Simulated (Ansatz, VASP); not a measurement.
# Cross-check of ZnAu between VASP and Ansatz, part 2 of 2

One calculation is typed for both programs; each brings its own data sets. How far apart do they land? The cell is taken from a series of runs on this material, whose earlier steps may have relaxed, scaled, displaced or heated it; both programs get it as it stands.

VASP 6.6.1 and Ansatz 0.2.0.

So far: Starting point; Ansatz: relaxation of cell and atoms, PBE; VASP: relaxation of cell and atoms, PBE; Comparison.

### Step 5. VASP: zone-centre phonons, PBE

Level of this step: PBE; plane waves and PAW (Zn, Au) (VASP).

Second derivatives magnify differences that forces hide, and they need a tight electronic threshold.

Input file INCAR:

```
SYSTEM = ZnAu
PREC = Accurate
ENCUT = 500
EDIFF = 1E-08
NELM = 120
ISMEAR = 1
SIGMA = 0.2
LREAL = .FALSE.
ALGO = Normal
GGA = PE
NBANDS = 17
LASPH = .TRUE.
LORBIT = 11
LWAVE = .FALSE.
LCHARG = .FALSE.
ISIF = 2
IBRION = 8
GGA_COMPAT = .FALSE.
KPAR = 2
```

Input file POSCAR:

```
ZnAu
1.0
    3.1861772221      0.0000000000      0.0000000000
    0.0000000000      3.1861772221      0.0000000000
    0.0000000000      0.0000000000      3.1861772221
Zn Au
1 1
Direct
    0.5000000000      0.5000000000      0.5000000000
    0.0000000000      0.0000000000      0.0000000000
```

Input file KPOINTS:

```
Automatic mesh
0
Gamma
16 16 16
0 0 0
```

The projector-augmented-wave data sets are Zn and Au (PBE family, release 64).

Command:

```sh
mpirun -np 2 vasp_std
```

Numbers of over 12 decimals in the logs are rounded to 6 here.

Log:

```text
[... set-up lines as in an earlier step ...]
 entering main loop
       N       E                     dE             d eps       ncg     rms          rms(c)
DAV:   1     0.127635882864E+03    0.12764E+03   -0.11353E+04  5730   0.168E+03
DAV:   2    -0.229705535638E+00   -0.12787E+03   -0.12259E+03  5722   0.316E+02
DAV:   3    -0.515010069056E+01   -0.49204E+01   -0.48828E+01  6338   0.689E+01
DAV:   4    -0.518987054623E+01   -0.39770E-01   -0.39757E-01  6384   0.544E+00
[...]
DAV:  13    -0.475100130848E+01    0.11807E-06   -0.75123E-08  6203   0.524E-03    0.375E-04
DAV:  14    -0.475100131849E+01   -0.10012E-07   -0.55616E-09  2969   0.679E-04    0.453E-05
DAV:  15    -0.475100131486E+01    0.36330E-08   -0.29201E-10  2940   0.175E-04
   1 F= -.47510013E+01 E0= -.47510267E+01  d E =0.760309E-04
 Linear response reoptimize wavefunctions to high precision
DAV:   1    -0.475100131512E+01   -0.26330E-09   -0.43589E-11  2951   0.700E-05
DAV:   2    -0.475100131511E+01    0.14097E-10   -0.80200E-12  2941   0.241E-05
 Linear response DOF=           2
 Linear response progress:
[...]
RMM:   8    -0.207472348812E+00   -0.33108E-07   -0.50194E-09 25329   0.174E-04    0.222E-05
RMM:   9    -0.207472308884E+00    0.39928E-07   -0.23369E-09 25441   0.971E-05    0.490E-06
RMM:  10    -0.207472307333E+00    0.15516E-08   -0.27920E-09 25075   0.594E-05    0.338E-06
 first order change of Fermi-energy   0.55883E-05
 force on displaced ion       1 direction 1 :  -3.110  -0.000  -0.000
 Linear response progress:
  Degree of freedom:   2/  2
       N       E                     dE             d eps       ncg     rms          rms(c)
RMM:   1    -0.286342478100E+00   -0.28634E+00   -0.26013E-01 23844   0.341E+00
RMM:   2    -0.284031208264E+00    0.23113E-02   -0.11138E-02 21926   0.792E-01    0.870E-02
RMM:   3    -0.283825669198E+00    0.20554E-03   -0.36347E-04 23554   0.161E-01    0.500E-02
RMM:   4    -0.283804334266E+00    0.21335E-04   -0.40099E-04 23513   0.115E-01    0.129E-02
[...]
RMM:  11    -0.283729696923E+00    0.10457E-06   -0.83877E-09 24821   0.103E-04    0.248E-06
RMM:  12    -0.283729682338E+00    0.14585E-07   -0.57123E-09 23478   0.775E-05    0.925E-07
RMM:  13    -0.283729687258E+00   -0.49206E-08   -0.56263E-09 15870   0.711E-05    0.644E-07
 first order change of Fermi-energy   0.48575E-03
 force on displaced ion       2 direction 1 :  -3.004  -0.000  -0.000
 Linear response finished
```

Parts of OUTCAR (step 5):

```text
  Total        0.0238073      0.0238073      0.0238073      0.0000000      0.0000000     -0.0000000
  in kB        1.1792621      1.1792621      1.1792621      0.0000000      0.0000000     -0.0000000
  external PRESSURE =       1.1792621 kB  Pullay stress =       0.0000000 kB

 POSITION                                       TOTAL-FORCE (eV/Angst)
 -----------------------------------------------------------------------------------
      1.59309      1.59309      1.59309         0.000000      0.000000      0.000000
      0.00000      0.00000      0.00000         0.000000      0.000000      0.000000
 -----------------------------------------------------------------------------------
    total drift:                                0.000000      0.000000     -0.000000

[... 1 part as in an earlier step ...]

[... 1 further part left out ...]
```

### Step 6. Ansatz: zone-centre phonons, PBE

The same cell, functional, mesh and smearing now go to Ansatz, which takes its cutoff from its data sets.

The cell is taken from a series of runs on this material, whose earlier steps may have relaxed, scaled, displaced or heated it; both programs get it as it stands.

Input file input.yaml:

```yaml
crystal:
  lattice:
    - [3.1861772221, 0.0, 0.0]
    - [0.0, 3.1861772221, 0.0]
    - [0.0, 0.0, 3.1861772221]
  atoms:
    - { symbol: Zn, position: [0.5, 0.5, 0.5] }
    - { symbol: Au, position: [0.0, 0.0, 0.0] }
kpoints:
  mp_grid: { grid: [16, 16, 16] }
hamiltonian:
  xc: pbe
scf:
  occupations: { method: methfessel_paxton, width: 0.2 }
output:
  eigenvalues: true
phonons:
  method: dfpt
```

Command:

```sh
ansatz run input.yaml --threads 4 --pin off --max-ram 7168MiB --backend cpu --events-out ev --progress --plain --runs-dir out
```

Log:

```text
[...]
Crystal: 2 atoms, lattice volume = 32.345 Å³
Basis set: ecut = 420 eV, 619 PW (Γ), exchange–correlation on 48×48×48 points (8 copies of the dense FFT grid, shifted against one another)
Bands: 20, of which v1, the nominal top of the filled ones, is band 16 counted from 1 (15 counted from 0)
Symmetry: 48 space group operations
k-points: 405 of 4096 (irreducible under 8 space group operations, time reversal used)
[...]
k mesh reduced under 8 symmetry operations, with k and −k counted as one. Each operation leaves every solved perturbation unchanged. A smaller set is not used because it would not reduce the number of displacements times k-points to solve
  ASR residual: 3.658e-5 → 0.000e0 eV/Å²; symmetrization residual: 2.094e-6 eV/Å²
  ASR residual per site (eV/Å²): 3.66e-5 3.55e-6
  Γ frequencies (cm⁻¹): 0.00 0.00 0.00 128.02 128.02 128.02
  non-analytic LO–TO correction: not included (Born effective charges unavailable; polar crystals: no LO–TO splitting at Γ)
[key lines of the parts left out:]
SCF converged after 8 iterations
Free energy (F): -16468.784605 eV
Fermi energy:    16.236360 eV
```

### Step 7. Comparison

What differs besides the data sets and the points named for the pairs above, as far as they apply: the data sets hold 31 valence electrons in Ansatz (on its default PAW (the set named soft_2) files) and 23 in VASP. Total energies have different zeros and are not compared.

The two programs side by side:

```csv
quantity,Ansatz,VASP,difference
optical mode 1 to 3 (cm⁻¹),128.0,130.7,-2.05 %
```

Modes are paired by rising frequency, not by their patterns, so a pair may set unlike modes beside each other; they are those without the splitting of longitudinal modes.

### Step 8. Outcome

```
difference in volume (relaxation of cell and atoms, PBE)                                                          : -0.099 %
r.m.s. difference of the optical zone-centre modes, each program's sorted by frequency (zone-centre phonons, PBE) : 2.7 cm⁻¹
difference in optical mode 1 to 3 (zone-centre phonons, PBE)                                                      : -2.0 %
```

**Reading.** The difference in volume is -0.099 % (relaxation of cell and atoms, PBE), within the 1.2 % picked in this series as the mark of a large difference, as far as the stopping tolerances let one tell. The data sets hold unlike numbers of valence electrons (31 in Ansatz and 23 in VASP), so part of the differences comes from the potentials. Among the rows given in per cent, the largest difference of the zone-centre phonons, PBE pair is in optical mode 1 to 3, -2.0 %. Such differences can come from data sets, numerical settings and the points named under the comparisons, not from the functional's error against experiment.

[Lines on the potential files, build, host, timing and source positions are cut from VASP's logs without a mark.]

[Logs are printed without paths, hosts, clocks, repeated set-up lines and the standing remarks that a program may print on its own settings, such as how far it seeks lower states.]

[Hosts, paths, dates, database ids (printed as entryN), source tags and the programs' standing remarks are cut or masked in the printed files.]
